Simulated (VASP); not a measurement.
These are r2SCAN meta-GGA, VASP's PBE PAW potentials (set 64) (plane waves; VASP) values and carry that method's errors.

Input for VASP

**INCAR**
```
EDIFF = 1E-6   # SCF stop (eV)
METAGGA = R2SCAN
LASPH = .TRUE.   # aspherical one-centre terms
LWAVE = .FALSE.
ISIF = 3   # ions, shape and volume
PREC = Accurate
NELM = 100   # most electronic steps
ENCUT = 480   # plane-wave cut-off (eV)
IBRION = 2
EDIFFG = -0.01   # ionic stop
ISMEAR = 1   # Methfessel-Paxton
LREAL = .FALSE.   # projection in real space or not
NSW = 60   # most ionic steps
SIGMA = 0.1   # width (eV)
LMAXMIX = 4
ALGO = Normal
LMIXTAU = .TRUE.
LCHARG = .FALSE.
SYSTEM = Ti
```

### KPOINTS
```
Automatic mesh
0
Gamma
13 13 7
0 0 0
```

POSCAR:
```
Ti
1
    2.9500000000     0.0000000000     0.0000000000
   -1.4750000000     2.5547750000     0.0000000000
    0.0000000000     0.0000000000     4.6800000000
Ti
2
Direct
  0.6666670000   0.3333330000   0.7500000000
  0.3333330000   0.6666670000   0.2500000000
```

POTCAR, in this order: Ti_sv (PBE.64 set). Program: vasp_std.

What will the output report for the number of irreducible k-points (NKPTS), largest plane-wave count, number of space-group operations, FFT grid (NGX, NGY, NGZ)?

```yaml
number of irreducible k-points (NKPTS): 84
largest_plane_wave_count: 856
number_of_space_group_operations: 24
FFT grid (NGX, NGY, NGZ): 24 × 24 × 36
```

The compound is Ti in the hcp structure. This run relaxes it. Symmetry was kept, so distortions that lower it aren't found.
